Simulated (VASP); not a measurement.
All values below come from PBE GGA, VASP's PBE PAW potentials (set 64) (plane waves; VASP).

VASP ran on this input.

**KPOINTS**
```
Automatic
0
Gamma
11 11 6
```

INCAR:
```
SYSTEM = BN
PREC = Accurate
ENCUT = 520
EDIFF = 1E-6
NELM = 100
ALGO = Normal
LREAL = .FALSE.
LASPH = .TRUE.
ISMEAR = 0
SIGMA = 0.05
GGA = PE
LWAVE = .FALSE.
LCHARG = .FALSE.
ISIF = 2
NBANDS = 10
```

**POSCAR**
```
BN
1
    1.2750000000    -2.2083650000     0.0000000000
    1.2750000000     2.2083650000     0.0000000000
    0.0000000000     0.0000000000     4.2200000000
B N
2 2
Direct
  0.6666670000   0.3333330000   0.5000000000
  0.3333330000   0.6666670000   0.0000000000
  0.6666670000   0.3333330000   0.8750000000
  0.3333330000   0.6666670000   0.3750000000
```

POTCAR, in this order: B N (PBE.64 set). Program: vasp_std.

What VASP printed:

OSZICAR:
```
       N       E                     dE             d eps       ncg     rms          rms(c)
DAV:   1     0.605284382589E+02    0.60528E+02   -0.91054E+03  1288   0.156E+03
DAV:   2    -0.346013224962E+02   -0.95130E+02   -0.90368E+02  2012   0.300E+02
DAV:   3    -0.367424668249E+02   -0.21411E+01   -0.21357E+01  1528   0.522E+01
DAV:   4    -0.367581609596E+02   -0.15694E-01   -0.15679E-01  1558   0.421E+00
DAV:   5    -0.367584037869E+02   -0.24283E-03   -0.24278E-03  1490   0.482E-01    0.945E+00
DAV:   6    -0.350012394252E+02    0.17572E+01   -0.57838E+00  1432   0.218E+01    0.458E+00
DAV:   7    -0.348619708477E+02    0.13927E+00   -0.21315E-01  1534   0.545E+00    0.269E+00
DAV:   8    -0.348320750888E+02    0.29896E-01   -0.82678E-02  1416   0.304E+00    0.213E-01
DAV:   9    -0.348314543127E+02    0.62078E-03   -0.19811E-03  1546   0.526E-01    0.117E-01
DAV:  10    -0.348316790504E+02   -0.22474E-03   -0.45500E-04  1412   0.237E-01    0.273E-02
DAV:  11    -0.348316814129E+02   -0.23625E-05   -0.80554E-05  1504   0.839E-02    0.131E-02
DAV:  12    -0.348316836497E+02   -0.22368E-05   -0.94719E-06  1472   0.348E-02    0.260E-03
DAV:  13    -0.348316838219E+02   -0.17221E-06   -0.26413E-07   818   0.636E-03
   1 F= -.34831684E+02 E0= -.34831684E+02  d E =-.268260E-15
```

File OUTCAR:
```
------------------------ aborting loop because EDIFF is reached ----------------------------------------
  FORCE on cell =-STRESS in cart. coord.  units (eV):
  Direction    XX          YY          ZZ          XY          YZ          ZX
  --------------------------------------------------------------------------------------
  Total        0.3310681      0.3310682      0.2235641      0.0000000      0.0000000      0.0000000
  in kB       22.3205296     22.3205340     15.0726314      0.0000000      0.0000000      0.0000000
  external PRESSURE =      19.9045650 kB  Pullay stress =       0.0000000 kB
  volume of cell :       23.76
      direct lattice vectors                 reciprocal lattice vectors
     1.275000000 -2.208365000  0.000000000     0.392156863 -0.226411848  0.000000000
     1.275000000  2.208365000  0.000000000     0.392156863  0.226411848  0.000000000
     0.000000000  0.000000000  4.220000000     0.000000000  0.000000000  0.236966825
  FREE ENERGIE OF THE ION-ELECTRON SYSTEM (eV)
  ---------------------------------------------------
  free  energy   TOTEN  =       -34.8316838219 eV

  energy  without entropy=      -34.8316838219  energy(sigma->0) =      -34.83168382
```
(Selected blocks of OUTCAR.)

File OUTCAR:
```
 val. band max:        7.4789407255   @ k =   0.0000   0.0000   0.0000

 cond. band min:      12.8732324089   @ k =   0.3636   0.2727   0.0000


 Fermi energy:         7.7357794883

 k-point     1 :       0.0000    0.0000    0.0000
  band No.  band energies     occupation
      1     -12.8529      2.00000
      2      -8.7296      2.00000
      3      -3.3738      2.00000
      4       5.3755      2.00000
      5       5.3756      2.00000
      6       7.2377      2.00000
      7       7.4789      2.00000
      8       7.4789      2.00000
      9      15.8493      0.00000
     10      15.8596      0.00000

 k-point     2 :       0.0909   -0.0000    0.0000
  band No.  band energies     occupation
      1     -12.6738      2.00000
      2      -8.5927      2.00000
      3      -3.1959      2.00000
      4       4.5640      2.00000
      5       5.0452      2.00000
      6       6.8051      2.00000
      7       7.0618      2.00000
      8       7.2914      2.00000
      9      15.5612      0.00000
     10      16.2170      0.00000

 k-point     3 :       0.1818    0.0000    0.0000
  band No.  band energies     occupation
      1     -12.1435      2.00000
      2      -8.2049      2.00000
      3      -2.6710      2.00000
      4       2.6765      2.00000
      5       4.2985      2.00000
      6       5.1884      2.00000
      7       6.5305      2.00000
      8       6.7925      2.00000
      9      15.1118      0.00000
     10      16.7238      0.00000

 k-point     4 :       0.2727   -0.0000    0.0000
  band No.  band energies     occupation
      1     -11.2879      2.00000
      2      -7.6615      2.00000
      3      -1.8307      2.00000
      4       0.5449      2.00000
      5       3.2403      2.00000
      6       3.5083      2.00000
      7       5.6450      2.00000
      8       6.1877      2.00000
      9      14.6761      0.00000
     10      16.7449      0.00000

 k-point     5 :       0.3636   -0.0000    0.0000
...
```

The compound is BN in the wurtzite structure, a metastable high-pressure form. The cell was not relaxed at this level. The run is one of a series of settings (NBANDS = 10 against the base run), some of them coarse on purpose.
